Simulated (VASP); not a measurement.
A convergence study with VASP on BAs (zinc blende): a few settings are varied, all else stays as given below, so the limit is that of these other settings.

```
AsB
1.0
    0.00000     2.39000     2.39000
    2.39000     0.00000     2.39000
    2.39000     2.39000     0.00000
B As
1 1
Direct
  0.00000   0.00000   0.00000
  0.25000   0.25000   0.25000
```

These are PBE GGA, VASP's PBE PAW potentials (set 64) (plane waves; VASP) values and carry that method's errors. The last row used: 700 eV cut-off, 17×17×17 Γ-centred mesh, second-order Methfessel-Paxton smearing of 0.40 eV, potentials B As.

Gaps are read on the run's mesh, which can miss a band edge.

```json
[
 {"setting": "ISMEAR = -1, SIGMA = 0.01, 5×5×5 mesh", "E (eV/atom)": "-5.6766", "pressure (GPa)": "3.32", "gap on the mesh (eV)": "1.172", "irreducible k-points": "10"},
 {"setting": "ISMEAR = -1, SIGMA = 0.1, 5×5×5 mesh", "E (eV/atom)": "-5.6765", "pressure (GPa)": "3.32", "gap on the mesh (eV)": "1.172", "irreducible k-points": "10"},
 {"setting": "ISMEAR = 0, SIGMA = 0.01, 5×5×5 mesh", "E (eV/atom)": "-5.6766", "pressure (GPa)": "3.32", "gap on the mesh (eV)": "1.172", "irreducible k-points": "10"},
 {"setting": "ISMEAR = 0, SIGMA = 0.2, 5×5×5 mesh", "E (eV/atom)": "-5.6766", "pressure (GPa)": "3.32", "gap on the mesh (eV)": "1.172", "irreducible k-points": "10"},
 {"setting": "ISMEAR = 1, SIGMA = 0.05, 5×5×5 mesh", "E (eV/atom)": "-5.6766", "pressure (GPa)": "3.32", "gap on the mesh (eV)": "1.172", "irreducible k-points": "10"},
 {"setting": "ISMEAR = 1, SIGMA = 0.2, 5×5×5 mesh", "E (eV/atom)": "-5.6765", "pressure (GPa)": "3.32", "gap on the mesh (eV)": "1.172", "irreducible k-points": "10"},
 {"setting": "ISMEAR = 2, SIGMA = 0.05, 5×5×5 mesh", "E (eV/atom)": "-5.6766", "pressure (GPa)": "3.32", "gap on the mesh (eV)": "1.172", "irreducible k-points": "10"},
 {"setting": "ISMEAR = 2, SIGMA = 0.2, 5×5×5 mesh", "E (eV/atom)": "-5.6765", "pressure (GPa)": "3.32", "gap on the mesh (eV)": "1.172", "irreducible k-points": "10"},
 {"setting": "ISMEAR = -1, SIGMA = 0.01, 11×11×11 mesh", "E (eV/atom)": "-5.7047", "pressure (GPa)": "3.16", "gap on the mesh (eV)": "1.207", "irreducible k-points": "56"},
 {"setting": "ISMEAR = -1, SIGMA = 0.2, 11×11×11 mesh", "E (eV/atom)": "-5.7042", "pressure (GPa)": "3.16", "gap on the mesh (eV)": "1.207", "irreducible k-points": "56"},
 {"setting": "ISMEAR = 0, SIGMA = 0.01, 11×11×11 mesh", "E (eV/atom)": "-5.7047", "pressure (GPa)": "3.16", "gap on the mesh (eV)": "1.207", "irreducible k-points": "56"},
 {"setting": "ISMEAR = 0, SIGMA = 0.4, 11×11×11 mesh", "E (eV/atom)": "-5.7046", "pressure (GPa)": "3.16", "gap on the mesh (eV)": "1.207", "irreducible k-points": "56"},
 {"setting": "ISMEAR = 1, SIGMA = 0.05, 11×11×11 mesh", "E (eV/atom)": "-5.7047", "pressure (GPa)": "3.16", "gap on the mesh (eV)": "1.207", "irreducible k-points": "56"},
 {"setting": "ISMEAR = 1, SIGMA = 0.4, 11×11×11 mesh", "E (eV/atom)": "-5.7046", "pressure (GPa)": "3.16", "gap on the mesh (eV)": "1.207", "irreducible k-points": "56"},
 {"setting": "ISMEAR = 2, SIGMA = 0.05, 11×11×11 mesh", "E (eV/atom)": "-5.7047", "pressure (GPa)": "3.16", "gap on the mesh (eV)": "1.207", "irreducible k-points": "56"},
 {"setting": "ISMEAR = 2, SIGMA = 0.4, 11×11×11 mesh", "E (eV/atom)": "-5.7046", "pressure (GPa)": "3.16", "gap on the mesh (eV)": "1.207", "irreducible k-points": "56"},
 {"setting": "ISMEAR = -1, SIGMA = 0.05, 17×17×17 mesh", "E (eV/atom)": "-5.7047", "pressure (GPa)": "3.16", "gap on the mesh (eV)": "1.182", "irreducible k-points": "165"},
 {"setting": "ISMEAR = -1, SIGMA = 0.2, 17×17×17 mesh", "E (eV/atom)": "-5.7043", "pressure (GPa)": "3.16", "gap on the mesh (eV)": "1.182", "irreducible k-points": "165"},
 {"setting": "ISMEAR = 0, SIGMA = 0.1, 17×17×17 mesh", "E (eV/atom)": "-5.7047", "pressure (GPa)": "3.16", "gap on the mesh (eV)": "1.182", "irreducible k-points": "165"},
 {"setting": "ISMEAR = 0, SIGMA = 0.4, 17×17×17 mesh", "E (eV/atom)": "-5.7047", "pressure (GPa)": "3.16", "gap on the mesh (eV)": "1.182", "irreducible k-points": "165"},
 {"setting": "ISMEAR = 1, SIGMA = 0.1, 17×17×17 mesh", "E (eV/atom)": "-5.7047", "pressure (GPa)": "3.16", "gap on the mesh (eV)": "1.182", "irreducible k-points": "165"},
 {"setting": "ISMEAR = 1, SIGMA = 0.4, 17×17×17 mesh", "E (eV/atom)": "-5.7047", "pressure (GPa)": "3.16", "gap on the mesh (eV)": "1.182", "irreducible k-points": "165"},
 {"setting": "ISMEAR = 2, SIGMA = 0.1, 17×17×17 mesh", "E (eV/atom)": "-5.7047", "pressure (GPa)": "3.16", "gap on the mesh (eV)": "1.182", "irreducible k-points": "165"},
 {"setting": "ISMEAR = 2, SIGMA = 0.4, 17×17×17 mesh", "E (eV/atom)": "-5.7047", "pressure (GPa)": "3.16", "gap on the mesh (eV)": "1.182", "irreducible k-points": "165"}
]
```

Left out are rungs that failed or repeat a setting and relaxations that didn't move; long series are thinned to 24 rows.

The compound is BAs in the zinc blende structure. The cell was not relaxed at this level.
